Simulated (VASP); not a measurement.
Data:

```
CdS
1.0
    4.12450     0.00000     0.00000
   -2.06225     3.57192     0.00000
    0.00000     0.00000     6.72045
Cd S
2 2
Cartesian
  2.06225   1.19064   6.71714
  0.00000   2.38128   3.35692
  2.06225   1.19064   2.52347
  0.00000   2.38128   5.88370
```

These are PBEsol GGA, VASP's PBE PAW potentials (set 64) (plane waves; VASP) values and carry that method's errors. Numerical set-up: 400 eV cut-off, Gaussian smearing of 0.050 eV, potentials Cd S.

**Question.** Give the energies of bands 11 to 21 at the high-symmetry points, in eV from the valence-band maximum.

**Answer.** 
| band | Γ | M | K | A | L | H |
|---|---|---|---|---|---|---|
| 11 | -7.19 | -6.89 | -6.70 | -7.23 | -6.83 | -6.68 |
| 12 | -6.84 | -6.74 | -6.70 | -7.23 | -6.83 | -6.68 |
| 13 | -4.49 | -4.23 | -3.77 | -2.54 | -4.24 | -4.11 |
| 14 | -0.78 | -3.61 | -3.77 | -2.54 | -4.24 | -4.11 |
| 15 | -0.78 | -2.73 | -3.19 | -0.40 | -1.38 | -2.51 |
| 16 | -0.05 | -1.93 | -1.91 | -0.40 | -1.38 | -2.51 |
| 17 | 0.00 | -1.35 | -1.91 | -0.40 | -1.38 | -1.16 |
| 18 | 0.00 | -0.78 | -1.70 | -0.40 | -1.38 | -1.16 |
| 19 | 1.09 | 3.63 | 4.48 | 2.76 | 3.35 | 4.29 |
| 20 | 2.69 | 3.76 | 5.07 | 2.76 | 3.35 | 4.29 |
| 21 | 6.38 | 4.96 | 5.07 | 6.07 | 5.27 | 5.96 |

The gap is direct, 1.09 eV, from the valence maximum at Γ to the conduction minimum at Γ.

The structure comes from a measured CdS entry (P6_3mc) of the Crystallography Open Database, whose conditions weren't checked. It was relaxed first.
